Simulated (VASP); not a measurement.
# CsSi2 (P-6m2) in VASP: further runs, part 2 of 2

VASP 6.6.1. Earlier steps stand in the parts before.

**3. Single point, PBE, 52.47 Å³/atom (strain = -0.04)**

Contents of INCAR:

```
SYSTEM = CsSi2
  PREC = Accurate
  ENCUT = 520
  EDIFF = 1E-6
  ISMEAR = -1
  SIGMA = 0.05
  LREAL = .FALSE.
  LASPH = .TRUE.
  NELM = 60
  ALGO = Normal
  ISIF = 2
  LWAVE = .FALSE.
  LCHARG = .TRUE.
  GGA = PE
  LELF = .TRUE.
  LVHAR = .TRUE.
  NBANDS = 16
```

Contents of KPOINTS:

```
regular mesh
0
G
  5 5 6
  0 0 0
```

Contents of POSCAR:

```
CsSi2
1.0
    6.3715700000     -0.1274314000      0.0000000000
   -3.2961388000      5.5816556000      0.0000000000
    0.0000000000      0.0000000000      4.4786600000
Cs Si
1 2
Direct
    0.0000000000      0.0000000000      0.0000000000
    0.6666700000      0.3333300000      0.2503900000
    0.6666700000      0.3333300000      0.7496100000
```

Potentials or basis: VASP PAW PBE potentials, release 64 (Cs_sv, Si).

Run with:

```bash
cat potpaw_PBE.64/Cs_sv/POTCAR potpaw_PBE.64/Si/POTCAR > POTCAR
mpirun -np 1 vasp_std > vasp.out
```

OUTCAR:

```text
SYSTEM = CsSi2
   PREC = Accurate
   ENCUT = 520
   EDIFF = 1E-6
   ISMEAR = -1
   LREAL = .FALSE.
   LASPH = .TRUE.
   NELM = 60
   ISIF = 2
   GGA = PE

 ion  position               nearest neighbor table
   1  0.000  0.000  0.000-
   2  0.667  0.333  0.250-   3 2.24   3 2.24
   3  0.667  0.333  0.750-   2 2.24   2 2.24

  LATTYP: Found a simple monoclinic cell.
 ALAT       =     6.2615364480
 B/A-ratio  =     0.7152653406
 C/A-ratio  =     1.0177764259
 COS(beta)  =    -0.4736463086

  Lattice vectors:

 A1 = (   3.0754312000,   5.4542242000,   0.0000000000)
 A2 = (   0.0000000000,   0.0000000000,  -4.4786600000)
 A3 = (  -6.3715700000,   0.1274314000,   0.0000000000)

Analysis of symmetry for initial positions (statically):
=====================================================================
 Subroutine PRICEL returns:
 Original cell was already a primitive cell.

 Routine SETGRP: Setting up the symmetry group for a
 simple monoclinic supercell.

 Subroutine GETGRP returns: Found  2 space group operations
 (whereof  2 operations were pure point group operations)
[... 165 lines left out ...]

 E-fermi :   0.4593     XC(G=0):  -6.2346

 val. band max:        0.4588390245   @ k =   0.0000   0.4000   0.5000
 cond. band min:       0.4626666227   @ k =  -0.4000   0.4000   0.5000
 fundamental gap:      0.0038275982
 Fermi energy:         0.4592773704

 k-point     1 :       0.0000    0.0000    0.0000
  band No.  band energies     occupation
      1     -21.7634      2.00000
      2      -8.9906      2.00000
      3      -8.5758      2.00000
      4      -8.5654      2.00000
      5      -8.4817      2.00000
      6      -3.0300      2.00000
[... 433 lines left out ...]
      3      -8.5879      2.00000
      4      -8.5835      2.00000
      5      -8.1371      2.00000
      6      -4.2659      2.00000
[... 8 lines left out ...]
     15       5.4121      0.00000
     16       5.9745      0.00000

 [... further k-points ...]

------------------------ aborting loop because EDIFF is reached ----------------------------------------

  FORCE on cell =-STRESS in cart. coord.  units (eV):
  Direction    XX          YY          ZZ          XY          YZ          ZX
  --------------------------------------------------------------------------------------
  -------------------------------------------------------------------------------------
  Total        0.0027021     -0.0146533     -1.5661090      0.1733638      0.0000000      0.0000000
  in kB        0.0275054     -0.1491581    -15.9417061      1.7647010      0.0000000      0.0000000
  external PRESSURE =      -5.3544529 kB  Pullay stress =       0.0000000 kB

 VOLUME and BASIS-vectors are now :
 -----------------------------------------------------------------------------
  energy-cutoff  :      520.00
  volume of cell :      157.40
      direct lattice vectors                 reciprocal lattice vectors
     6.371570000 -0.127431400  0.000000000     0.158822986  0.093789844  0.000000000
    -3.296138800  5.581655600  0.000000000     0.003625991  0.181299572  0.000000000
     0.000000000  0.000000000  4.478660000     0.000000000  0.000000000  0.223281071

 POSITION                                       TOTAL-FORCE (eV/Angst)
 -----------------------------------------------------------------------------------
      0.00000      0.00000      0.00000        -0.078261     -0.004879      0.000000
      3.14903      1.77558      1.12141         0.039131      0.002440      0.166471
      3.14903      1.77558      3.35725         0.039131      0.002440     -0.166471
 -----------------------------------------------------------------------------------
    total drift:                                0.000287     -0.000037     -0.000000

  FREE ENERGIE OF THE ION-ELECTRON SYSTEM (eV)
  ---------------------------------------------------
  free  energy   TOTEN  =        -9.8386502021 eV

  energy  without entropy=       -9.8063206514  energy(sigma->0) =       -9.82248543
```

OSZICAR:

```text
N       E                     dE             d eps       ncg     rms          rms(c)
DAV:   1     0.768594782681E+02    0.76859E+02   -0.56130E+03  1664   0.791E+02
DAV:   2    -0.255974324364E+01   -0.79419E+02   -0.74436E+02  2432   0.129E+02
DAV:   3    -0.103570877204E+02   -0.77973E+01   -0.77520E+01  2224   0.407E+01
DAV:   4    -0.104830933318E+02   -0.12601E+00   -0.12598E+00  2272   0.666E+00
DAV:   5    -0.104848342252E+02   -0.17409E-02   -0.17408E-02  2352   0.807E-01    0.397E+00
DAV:   6    -0.993361769965E+01    0.55122E+00   -0.42652E-01  2216   0.293E+00    0.209E+00
DAV:   7    -0.981726176665E+01    0.11636E+00   -0.42718E-01  2368   0.280E+00    0.711E-01
DAV:   8    -0.982914067884E+01   -0.11879E-01   -0.55002E-02  1976   0.104E+00    0.456E-01
DAV:   9    -0.983700727946E+01   -0.78666E-02   -0.99662E-03  2112   0.553E-01    0.173E-01
DAV:  10    -0.983722471856E+01   -0.21744E-03   -0.59078E-04  2496   0.104E-01    0.112E-01
DAV:  11    -0.983857174700E+01   -0.13470E-02   -0.16517E-03  1792   0.171E-01    0.231E-02
DAV:  12    -0.983860152409E+01   -0.29777E-04   -0.26038E-05  2480   0.265E-02    0.148E-02
DAV:  13    -0.983864970405E+01   -0.48180E-04   -0.70227E-05  1808   0.440E-02    0.534E-03
DAV:  14    -0.983865020209E+01   -0.49804E-06   -0.16664E-06  2416   0.650E-03
   1 F= -.98386502E+01 E0= -.98224854E+01  d E =-.323296E-01
```

Run time: 3.5 min. Hardware: 1 thread of Intel Xeon Platinum 8175M at 2.50GHz (Skylake/Cascade Lake), shared host; peak memory 0.33 GiB.

What came out:

* Free energy: -9.8387 eV
* Pressure: -0.5 GPa
* Largest force: 0.171 eV/Å
* Band gap on the k mesh: none (metal or under the smearing width)

**4. Single point, PBE, 52.48 Å³/atom (strain = -0.02)**

INCAR is that of step 3.

KPOINTS is that of step 3.

Contents of POSCAR:

```
CsSi2
1.0
    6.3715700000     -0.0637157000      0.0000000000
   -3.2409594000      5.5497978000      0.0000000000
    0.0000000000      0.0000000000      4.4786600000
Cs Si
1 2
Direct
    0.0000000000      0.0000000000      0.0000000000
    0.6666700000      0.3333300000      0.2503900000
    0.6666700000      0.3333300000      0.7496100000
```

Run with:

```bash
cat potpaw_PBE.64/Cs_sv/POTCAR potpaw_PBE.64/Si/POTCAR > POTCAR
mpirun -np 1 vasp_std > vasp.out
```

It took 3.3 min on 1 thread of Intel Xeon Platinum 8175M at 2.50GHz (Skylake/Cascade Lake), shared host; peak memory 0.33 GiB.

It converged, with:

```
Free energy            : -9.8412 eV
Pressure               : -0.5 GPa
Largest force          : 0.166 eV/Å
Band gap on the k mesh : none (metal or under the smearing width)
```

**5. The reference run**

An earlier run on the cell as given: functional PBE; potentials or basis VASP PAW PBE potentials, release 64 (Cs_sv, Si); cutoff 520 eV; k mesh 5 × 5 × 6; occupations fermi-dirac, width 0.05 eV; no spin polarisation.

* Pressure: -0.6 GPa
* Largest force: 0.163 eV/Å
* Band gap on the k mesh: none (metal or under the smearing width)
